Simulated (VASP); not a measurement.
Given:

```
CELL_PARAMETERS angstrom
     -1.50477     1.50477     1.50477
      1.50477    -1.50477     1.50477
      1.50477     1.50477    -1.50477
ATOMIC_POSITIONS crystal
  V  0.00000 0.00000 0.00000
```

Level of theory: vdW-DF2, VASP's PBE PAW potentials (set 64) (plane waves; VASP). Run with 520 eV cut-off, 17×17×17 Γ-centred mesh, first-order Methfessel-Paxton smearing of 0.10 eV, potentials V_sv.

### Question
The job: V (bcc), 1 atom, vdW-DF2, static run, 520 eV, 17×17×17 Γ-centred mesh. Roughly how much core time does it take on a busy server core?

### Answer
About 20 core-seconds (one run on a shared machine, a rough figure). It had 165 irreducible k-points, 10 bands, up to 377 plane waves and 14 electronic steps.

The compound is V in the bcc structure. This cell is one point of a volume scan, at 0.97 of the reference volume.
